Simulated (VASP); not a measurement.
Given:

```yaml
crystal:
  lattice:
    - [4.59020, 0.00000, 0.00000]
    - [-2.29510, 3.97523, 0.00000]
    - [0.00000, 0.00000, 7.43781]
  atoms:
    - { symbol: Mg, position: [0.33333, 0.66667, 0.99599] }
    - { symbol: Mg, position: [0.66667, 0.33333, 0.49599] }
    - { symbol: Te, position: [0.33333, 0.66667, 0.37401] }
    - { symbol: Te, position: [0.66667, 0.33333, 0.87401] }
```

The numbers are results of G0W0 on PBE orbitals, VASP's PBE PAW potentials (set 64) (plane waves; VASP), not measurements. Run with PREC = Normal, 500 eV cut-off, 4×4×2 Γ-centred mesh, Gaussian smearing of 0.010 eV, potentials Mg_sv_GW Te_GW.

The mesh is coarse and the basis finite, so the quasiparticle values are not converged.

NBANDS = 176, ENCUTGW = 170 eV, NOMEGA = 64. The PBE levels (eV) that the step starts from are:

```
state                           KS energy  filling
------------------------------  ---------  -------
k1 (0.00, 0.00, 0.00), band 13       1.53        2
k1 (0.00, 0.00, 0.00), band 14       2.01        2
k1 (0.00, 0.00, 0.00), band 15       2.01        2
k1 (0.00, 0.00, 0.00), band 16       2.06        2
k1 (0.00, 0.00, 0.00), band 17       4.47        0
k1 (0.00, 0.00, 0.00), band 18       4.96        0
k1 (0.00, 0.00, 0.00), band 19       7.29        0
k1 (0.00, 0.00, 0.00), band 20       7.29        0
k3 (0.50, 0.00, 0.00), band 13       0.10        2
k3 (0.50, 0.00, 0.00), band 14       0.81        2
k3 (0.50, 0.00, 0.00), band 15       1.06        2
k3 (0.50, 0.00, 0.00), band 16       1.58        2
k3 (0.50, 0.00, 0.00), band 17       5.18        0
k3 (0.50, 0.00, 0.00), band 18       5.89        0
k3 (0.50, 0.00, 0.00), band 19       6.32        0
k3 (0.50, 0.00, 0.00), band 20       7.53        0
k4 (0.25, 0.25, 0.00), band 13       0.16        2
k4 (0.25, 0.25, 0.00), band 14       0.24        2
k4 (0.25, 0.25, 0.00), band 15       1.00        2
k4 (0.25, 0.25, 0.00), band 16       1.15        2
k4 (0.25, 0.25, 0.00), band 17       5.93        0
k4 (0.25, 0.25, 0.00), band 18       6.98        0
k4 (0.25, 0.25, 0.00), band 19       7.24        0
k4 (0.25, 0.25, 0.00), band 20       7.46        0
```

Question: Give the quasiparticle energies and renormalisation factors Z.

Answer: 
```csv
state,QP energy (eV),Z
"k1 (0.00, 0.00, 0.00), band 13",0.69,0.77
"k1 (0.00, 0.00, 0.00), band 14",1.23,0.77
"k1 (0.00, 0.00, 0.00), band 15",1.23,0.77
"k1 (0.00, 0.00, 0.00), band 16",1.28,0.77
"k1 (0.00, 0.00, 0.00), band 17",5.05,0.79
"k1 (0.00, 0.00, 0.00), band 18",5.48,0.79
"k1 (0.00, 0.00, 0.00), band 19",7.82,0.78
"k1 (0.00, 0.00, 0.00), band 20",7.82,0.78
"k3 (0.50, 0.00, 0.00), band 13",-0.85,0.75
"k3 (0.50, 0.00, 0.00), band 14",-0.10,0.76
"k3 (0.50, 0.00, 0.00), band 15",0.20,0.76
"k3 (0.50, 0.00, 0.00), band 16",0.76,0.77
"k3 (0.50, 0.00, 0.00), band 17",5.55,0.79
"k3 (0.50, 0.00, 0.00), band 18",6.40,0.79
"k3 (0.50, 0.00, 0.00), band 19",6.69,0.79
"k3 (0.50, 0.00, 0.00), band 20",8.02,0.78
"k4 (0.25, 0.25, 0.00), band 13",-0.80,0.76
"k4 (0.25, 0.25, 0.00), band 14",-0.69,0.76
"k4 (0.25, 0.25, 0.00), band 15",0.12,0.76
"k4 (0.25, 0.25, 0.00), band 16",0.30,0.76
"k4 (0.25, 0.25, 0.00), band 17",6.21,0.79
"k4 (0.25, 0.25, 0.00), band 18",7.61,0.78
"k4 (0.25, 0.25, 0.00), band 19",7.86,0.78
"k4 (0.25, 0.25, 0.00), band 20",7.91,0.78
```
On the mesh the gap opens from 2.41 to 3.77 eV.

The structure comes from a computed database's MgTe entry (P6_3mc); how it stands against other phases isn't given here. The cell was not relaxed at this level. The k-mesh is coarse (spacing up to 0.42 per Å, 2π included), so the numbers may not be converged in it.
